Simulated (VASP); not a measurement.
# CsBa3 (Pm-3m) in VASP: equation of state

Aim: energy against volume of CsBa3 in PBE, for its equilibrium volume and stiffness.

Program: VASP 6.6.1. These are calculated values, not measurements. Logs are shortened: lines on timing, memory, paths and dates and some standing lists are left out, and cuts for length are marked.

## Step 1: The crystal as given

The structure is cubic, space group Pm-3m (No. 221). The conventional cell has a = 6.604 Å, b = 6.604 Å, c = 6.604 Å, α = 90.00°, β = 90.00°, γ = 90.00°.

The cell comes from a database or a generator and needn't be the stable form of this composition.

## Step 2: Equation of state, PBE, 67.70 Å³/atom (volume scaled by 0.94)

Contents of INCAR:

```
SYSTEM = CsBa3
PREC     = Accurate       ! precision mode
ENCUT    = 520            ! plane-wave cutoff, eV
EDIFF    = 1E-7           ! SCF threshold, eV
ISMEAR   = -1             ! smearing method
SIGMA    = 0.05           ! smearing width, eV
LREAL    = .False.        ! projectors in reciprocal space
LASPH    = .True.         ! aspherical terms in the spheres
NELM     = 100            ! most SCF steps
ALGO     = Normal         ! electronic algorithm
ISIF     = 2              ! what is computed and relaxed
LWAVE    = .False.        ! write WAVECAR
LCHARG   = .False.        ! write CHGCAR
GGA      = PE             ! functional
NBANDS   = 28             ! bands
```

Contents of KPOINTS:

```
Automatic mesh
0
Gamma
  4 4 4
  0 0 0
```

Contents of POSCAR:

```
CsBa3
1.0
    6.4695500884      0.0000000000      0.0000000000
    0.0000000000      6.4695500884      0.0000000000
    0.0000000000      0.0000000000      6.4695500884
Ba Cs
3 1
Direct
    0.5000000000      0.5000000000      0.0000000000
    0.5000000000      0.0000000000      0.5000000000
    0.0000000000      0.5000000000      0.5000000000
    0.0000000000      0.0000000000      0.0000000000
```

Potentials or basis: VASP PAW PBE potentials, release 64 (Ba_sv, Cs_sv).

On the command line:

```console
cat potpaw_PBE.64/Ba_sv/POTCAR potpaw_PBE.64/Cs_sv/POTCAR > POTCAR
mpirun -np 1 vasp_std > vasp.out
```

OUTCAR:

```text
SYSTEM = CsBa3
   PREC = Accurate
   ENCUT = 520
   EDIFF = 1E-7
   ISMEAR = -1
   LREAL = .False.
   LASPH = .True.
   NELM = 100
   ISIF = 2
   GGA = PE

 Found     10 irreducible k-points:

 Following reciprocal coordinates:
            Coordinates               Weight
  0.000000  0.000000  0.000000      1.000000
  0.250000  0.000000  0.000000      6.000000
  0.500000  0.000000  0.000000      3.000000
  0.250000  0.250000  0.000000     12.000000
  0.500000  0.250000  0.000000     12.000000
  0.500000  0.500000  0.000000      3.000000
   k-points           NKPTS =     10   k-points in BZ     NKDIM =     10   number of bands    NBANDS=     28
   number of dos      NEDOS =    301   number of ions     NIONS =      4
   total plane-waves  NPLWV = 110592
   dimension x,y,z NGX =    48 NGY =   48 NGZ =   48
   dimension x,y,z NGXF=    96 NGYF=   96 NGZF=   96
   ions per type =               3   1
   NGX,Y,Z   is equivalent  to a cutoff of  12.33, 12.33, 12.33 a.u.
   NGXF,Y,Z  is equivalent  to a cutoff of  24.67, 24.67, 24.67 a.u.
 SYSTEM =  CsBa3
   PREC   = accura    normal or accurate (medium, high low for compatibility)
   ISTART =      0    job   : 0-new  1-cont  2-samecut
   ICHARG =      2    charge: 1-file 2-atom 10-const
   ISPIN  =      1    spin polarized calculation?
   LNONCOLLINEAR =      F non collinear calculations
   LSORBIT =      F    spin-orbit coupling
   LASPH  =      T    aspherical Exc in radial PAW
   ENCUT  =  520.0 eV  38.22 Ry    6.18 a.u.  12.03 12.03 12.03*2*pi/ulx,y,z
   NELM   =    100;   NELMIN=  2; NELMDL= -5     # of ELM steps
   EDIFF  = 0.1E-06   stopping-criterion for ELM
   LREAL  =      F    real-space projection
   EDIFFG = 0.1E-05   stopping-criterion for IOM
   NSW    =      0    number of steps for IOM
   IBRION =     -1    ionic relax: 0-MD 1-quasi-New 2-CG
   NFREE  =      0    steps in history (QN), initial steepest desc. (CG)
   ISIF   =      2    stress and relaxation
   ISYM   =      2    0-nonsym 1-usesym 2-fastsym
   POTIM  = 0.5000    time-step for ionic-motion
   TEBEG  =    0.0;   TEEND  =   0.0 temperature during run
   PSTRESS=    0.0 pullay stress
   NELECT =      39.0000    total number of electrons
   NUPDOWN=      -1.0000    fix difference up-down
   EMIN   =  10.00;   EMAX   =-10.00  energy-range for DOS
   EFERMI =   0.00;   METHOD = LEGACY
   ISMEAR =    -1;   SIGMA  =   0.05  broadening in eV -4-tet -1-fermi 0-gaus
   EFERMI_NEDOS =   21; number of points for ismear=-14 and -15
   IALGO  =     38    algorithm
   IMIX   =      4    mixing-type and parameters
     AMIX     =   0.40;   BMIX     =  1.00
     AMIX_MAG =   1.60;   BMIX_MAG =  1.00
  volume/ion in A,a.u.               =      67.70       456.83
  Fermi-wavevector in a.u.,A,eV,Ry     =   0.858135  1.621640 10.019272  0.736396
  Thomas-Fermi vector in A             =   1.975294
   LORBIT       =      0    0 simple, 1 ext, 2 COOP (PROOUT), +10 PAW based schemes
   GGA     = PE    functional components
   LHFCALC =     F    Hartree Fock is set to
   AEXX    =    0.0000 exact exchange contribution
   IVDW    =     0    specifies the selected vdW correction
   LEPSILON=     F    determine dielectric tensor
   LRPA    =     F    only Hartree local field effects (RPA)
 non-spin polarized calculation
  energy-cutoff  :      520.00
  volume of cell :      270.78
 maximum number of plane-waves:      7316
   NGX = 25   NGY = 25   NGZ = 25

 number of electron      39.0000000 magnetization

 Free energy of the ion-electron system (eV)
  ---------------------------------------------------
  ext. energy  EPLUGINS =         0.00000000
  ---------------------------------------------------
  free energy    TOTEN  =        -5.97170908 eV

  energy without entropy =       -5.93058815  energy(sigma->0) =       -5.95114862

 E-fermi :   1.5566     XC(G=0):  -7.1322

 val. band max:        1.5469674410   @ k =   0.5000   0.0000   0.0000
 cond. band min:       1.5597349631   @ k =   0.0000   0.0000   0.0000
 fundamental gap:      0.0127675221
 Fermi energy:         1.5565701449

 k-point     1 :       0.0000    0.0000    0.0000
  band No.  band energies     occupation
      1     -27.6400      2.00000
      2     -27.6112      2.00000
      3     -27.6112      2.00000
      4     -21.2928      2.00000
      5     -12.9154      2.00000
      6     -12.9154      2.00000
[... 20 lines left out ...]
     27       3.6186      0.00000
     28       3.6186      0.00000

 k-point     2 :       0.2500    0.0000    0.0000
  band No.  band energies     occupation
      1     -27.6363      2.00000
      2     -27.6149      2.00000
      3     -27.6112      2.00000
      4     -21.2929      2.00000
      5     -12.8956      2.00000
      6     -12.8956      2.00000
[... 20 lines left out ...]
     27       3.1391      0.00000
     28       3.6852      0.00000

 k-point     3 :       0.5000    0.0000    0.0000
  band No.  band energies     occupation
      1     -27.6304      2.00000
      2     -27.6208      2.00000
      3     -27.6112      2.00000
      4     -21.2929      2.00000
      5     -12.8676      2.00000
      6     -12.8676      2.00000
[... 20 lines left out ...]
     27       3.1097      0.00000
     28       3.2882      0.00000

 k-point     4 :       0.2500    0.2500    0.0000
  band No.  band energies     occupation
      1     -27.6331      2.00000
      2     -27.6160      2.00000
      3     -27.6133      2.00000
      4     -21.2929      2.00000
      5     -12.9038      2.00000
      6     -12.8751      2.00000
[... 20 lines left out ...]
     27       3.0082      0.00000
     28       3.5855      0.00000

 k-point     5 :       0.5000    0.2500    0.0000
  band No.  band energies     occupation
      1     -27.6275      2.00000
      2     -27.6208      2.00000
      3     -27.6140      2.00000
      4     -21.2929      2.00000
      5     -12.8777      2.00000
      6     -12.8702      2.00000
[... 20 lines left out ...]
     27       2.9678      0.00000
     28       3.1365      0.00000

 k-point     6 :       0.5000    0.5000    0.0000
  band No.  band energies     occupation
      1     -27.6207      2.00000
      2     -27.6207      2.00000
      3     -27.6207      2.00000
      4     -21.2928      2.00000
      5     -12.9067      2.00000
      6     -12.8713      2.00000
[... 20 lines left out ...]
     27       2.6543      0.00000
     28       2.9479      0.00000

 [... further k-points ...]

------------------------ aborting loop because EDIFF is reached ----------------------------------------

  FORCE on cell =-STRESS in cart. coord.  units (eV):
  Direction    XX          YY          ZZ          XY          YZ          ZX
  --------------------------------------------------------------------------------------
  -------------------------------------------------------------------------------------
  Total        0.6131519      0.6131519      0.6131519      0.0000000     -0.0000000     -0.0000000
  in kB        3.6279092      3.6279092      3.6279092      0.0000000     -0.0000000     -0.0000000
  external PRESSURE =       3.6279092 kB  Pullay stress =       0.0000000 kB

 VOLUME and BASIS-vectors are now :
 -----------------------------------------------------------------------------
  energy-cutoff  :      520.00
  volume of cell :      270.78
      direct lattice vectors                 reciprocal lattice vectors
     6.469550088  0.000000000  0.000000000     0.154570254  0.000000000  0.000000000
     0.000000000  6.469550088  0.000000000     0.000000000  0.154570254  0.000000000
     0.000000000  0.000000000  6.469550088     0.000000000  0.000000000  0.154570254

 POSITION                                       TOTAL-FORCE (eV/Angst)
 -----------------------------------------------------------------------------------
      3.23478      3.23478      0.00000         0.000000      0.000000      0.000000
      3.23478      0.00000      3.23478         0.000000      0.000000      0.000000
      0.00000      3.23478      3.23478         0.000000      0.000000      0.000000
      0.00000      0.00000      0.00000         0.000000      0.000000      0.000000
 -----------------------------------------------------------------------------------
    total drift:                                0.000000     -0.000000     -0.000000

  FREE ENERGIE OF THE ION-ELECTRON SYSTEM (eV)
  ---------------------------------------------------
  free  energy   TOTEN  =        -5.9717090795 eV

  energy  without entropy=       -5.9305881544  energy(sigma->0) =       -5.95114862
```

stdout:

```text
POSCAR found type information on POSCAR BaCs
 POSCAR found :  2 types and       4 ions
 scaLAPACK will be used
 LDA part: xc-table for (Slater+PW92), standard interpolation
 POSCAR, INCAR and KPOINTS ok, starting setup
 FFT: planning ... GRIDC
 FFT: planning ... GRID_SOFT
 FFT: planning ... GRID
 WAVECAR not read
 entering main loop
```

Run time: 2 min. Hardware: 1 thread of Intel Xeon Platinum 8175M at 2.50GHz (Skylake/Cascade Lake), shared host; peak memory 0.34 GiB.

Results:

| Quantity | Value |
| --- | --- |
| Free energy | -5.9717 eV |
| Pressure | 0.4 GPa |
| Band gap on the k mesh | none (metal or under the smearing width) |

## Step 3: Equation of state, PBE, 69.14 Å³/atom (volume scaled by 0.96)

Contents of INCAR:

```
SYSTEM = CsBa3
PREC = Accurate
ENCUT = 520
EDIFF = 1E-7
ISMEAR = -1
SIGMA = 0.05
LREAL = .FALSE.
LASPH = .TRUE.
NELM = 60
ALGO = Normal
ISIF = 2
LWAVE = .FALSE.
LCHARG = .FALSE.
GGA = PE
NBANDS = 28
```

Contents of KPOINTS:

```
Automatic mesh
0
G
  4 4 4
  0 0 0
```

Contents of POSCAR:

```
CsBa3
1.0
    6.5151118014      0.0000000000      0.0000000000
    0.0000000000      6.5151118014      0.0000000000
    0.0000000000      0.0000000000      6.5151118014
Ba Cs
3 1
Direct
    0.5000000000      0.5000000000      0.0000000000
    0.5000000000      0.0000000000      0.5000000000
    0.0000000000      0.5000000000      0.5000000000
    0.0000000000      0.0000000000      0.0000000000
```

Potentials or basis: VASP PAW PBE potentials, release 64 (Ba_sv, Cs_sv).

On the command line:

```console
cat potpaw_PBE.64/Ba_sv/POTCAR potpaw_PBE.64/Cs_sv/POTCAR > POTCAR
mpirun -np 1 vasp_std > vasp.out
```

Run time: 88 s. Hardware: 1 thread of Intel Xeon Platinum 8175M at 2.50GHz (Skylake/Cascade Lake), shared host; peak memory 0.34 GiB.

Results (log left out):

| Item | Value |
| --- | --- |
| Free energy | -5.9823 eV |
| Pressure | 0.2 GPa |
| Band gap on the k mesh | none (metal or under the smearing width) |

## Step 4: Equation of state, PBE, 70.58 Å³/atom (volume scaled by 0.98)

Contents of INCAR:

```
PREC = Accurate
ENCUT = 520
EDIFF = 1E-7
ISMEAR = -1
SIGMA = 0.05
LREAL = False
LASPH = True
NELM = 80
ALGO = Normal
ISIF = 2
LWAVE = False
LCHARG = False
GGA = PE
NBANDS = 28
```

Contents of KPOINTS:

```
regular mesh
0
Gamma
  4 4 4
```

Contents of POSCAR:

```
CsBa3
1.0
    6.5600450268      0.0000000000      0.0000000000
    0.0000000000      6.5600450268      0.0000000000
    0.0000000000      0.0000000000      6.5600450268
Ba Cs
3 1
Direct
    0.5000000000      0.5000000000      0.0000000000
    0.5000000000      0.0000000000      0.5000000000
    0.0000000000      0.5000000000      0.5000000000
    0.0000000000      0.0000000000      0.0000000000
```

On the command line:

```console
cat potpaw_PBE.64/Ba_sv/POTCAR potpaw_PBE.64/Cs_sv/POTCAR > POTCAR
mpirun -np 1 vasp_std > vasp.out
```

Wall time 1.8 min (1 thread of Intel Xeon Platinum 8175M at 2.50GHz (Skylake/Cascade Lake), shared host); peak memory 0.37 GiB.

The run converged. Its results:

```yaml
Free_energy: -5.9878 eV
Pressure: 0.1 GPa
Band_gap_on_the_k_mesh: none (metal or under the smearing width)
```

## Step 5: Equation of state, PBE, 73.46 Å³/atom (volume scaled by 1.02)

Contents of INCAR:

```
PREC = Accurate ; ENCUT = 520
EDIFF = 1E-7 ; ISMEAR = -1
SIGMA = 0.05 ; LREAL = False
LASPH = True ; NELM = 100
ALGO = Normal ; ISIF = 2
LWAVE = False ; LCHARG = False
GGA = PE ; NBANDS = 28
```

Contents of KPOINTS:

```
Automatic mesh
0
Gamma
  4 4 4
```

Contents of POSCAR:

```
CsBa3
1.0
    6.6481098310      0.0000000000      0.0000000000
    0.0000000000      6.6481098310      0.0000000000
    0.0000000000      0.0000000000      6.6481098310
Ba Cs
3 1
Direct
    0.5000000000      0.5000000000      0.0000000000
    0.5000000000      0.0000000000      0.5000000000
    0.0000000000      0.5000000000      0.5000000000
    0.0000000000      0.0000000000      0.0000000000
```

On the command line:

```console
cat potpaw_PBE.64/Ba_sv/POTCAR potpaw_PBE.64/Cs_sv/POTCAR > POTCAR
mpirun -np 1 vasp_std > vasp.out
```

It took 1.9 min on 1 thread of Intel Xeon Platinum 8175M at 2.50GHz (Skylake/Cascade Lake), shared host; peak memory 0.37 GiB.

Results (log left out):

| Property | Result |
| --- | --- |
| Free energy | -5.9855 eV |
| Pressure | -0.1 GPa |
| Band gap on the k mesh | none (metal or under the smearing width) |

## Step 6: Equation of state, PBE, 74.90 Å³/atom (volume scaled by 1.04)

Contents of INCAR:

```
SYSTEM = CsBa3
ALGO = Normal ; EDIFF = 1E-7
ENCUT = 520 ; GGA = PE
ISIF = 2 ; ISMEAR = -1
LASPH = .True. ; LCHARG = .False.
LREAL = .False. ; LWAVE = .False.
NBANDS = 28 ; NELM = 60
PREC = Accurate ; SIGMA = 0.05
```

Contents of KPOINTS:

```
k-points
0
Gamma
  4 4 4
  0 0 0
```

Contents of POSCAR:

```
CsBa3
1.0
    6.6912805850      0.0000000000      0.0000000000
    0.0000000000      6.6912805850      0.0000000000
    0.0000000000      0.0000000000      6.6912805850
Ba Cs
3 1
Direct
    0.5000000000      0.5000000000      0.0000000000
    0.5000000000      0.0000000000      0.5000000000
    0.0000000000      0.5000000000      0.5000000000
    0.0000000000      0.0000000000      0.0000000000
```

Potentials or basis: VASP PAW PBE potentials, release 64 (Ba_sv, Cs_sv).

On the command line:

```console
cat potpaw_PBE.64/Ba_sv/POTCAR potpaw_PBE.64/Cs_sv/POTCAR > POTCAR
mpirun -np 1 vasp_std > vasp.out
```

It took 2.1 min on 1 thread of Intel Xeon Platinum 8175M at 2.50GHz (Skylake/Cascade Lake), shared host; peak memory 0.37 GiB.

Results (log left out):

```
Free energy            : -5.9785 eV
Pressure               : -0.3 GPa
Band gap on the k mesh : none (metal or under the smearing width)
```

## Step 7: Equation of state, PBE, 76.34 Å³/atom (volume scaled by 1.06)

Contents of INCAR:

```
PREC = Accurate
ENCUT = 520
EDIFF = 1E-7
ISMEAR = -1
SIGMA = 0.05
LREAL = F
LASPH = T
NELM = 60
ALGO = Normal
ISIF = 2
LWAVE = F
LCHARG = F
GGA = PE
NBANDS = 28
```

Contents of KPOINTS:

```
regular mesh
0
Gamma
  4 4 4
```

Contents of POSCAR:

```
CsBa3
1.0
    6.7339013556      0.0000000000      0.0000000000
    0.0000000000      6.7339013556      0.0000000000
    0.0000000000      0.0000000000      6.7339013556
Ba Cs
3 1
Direct
    0.5000000000      0.5000000000      0.0000000000
    0.5000000000      0.0000000000      0.5000000000
    0.0000000000      0.5000000000      0.5000000000
    0.0000000000      0.0000000000      0.0000000000
```

On the command line:

```console
cat potpaw_PBE.64/Ba_sv/POTCAR potpaw_PBE.64/Cs_sv/POTCAR > POTCAR
mpirun -np 1 vasp_std > vasp.out
```

Wall time 2 min (1 thread of Intel Xeon Platinum 8175M at 2.50GHz (Skylake/Cascade Lake), shared host); peak memory 0.37 GiB.

It converged, with:

```yaml
Free_energy: -5.9678 eV
Pressure: -0.3 GPa
Band_gap_on_the_k_mesh: none (metal or under the smearing width)
```

## Step 8: Equation of state, PBE

Potentials or basis: VASP PAW PBE potentials, release 64 (Ba_sv, Cs_sv).

This step only gathers the single runs of the series.

What came out:

- Equilibrium volume: 71.61 Å³/atom
- Bulk modulus: 5.9 GPa
- Pressure derivative of the bulk modulus: 3.3

Energy against volume, from the lowest point:
| volume (Å³/atom) | energy (meV/atom) |
| --- | --- |
| 67.696 | 4.26 |
| 69.136 | 1.62 |
| 70.577 | 0.24 |
| 72.017 | 0.00 |
| 73.457 | 0.81 |
| 74.898 | 2.58 |
| 76.338 | 5.23 |
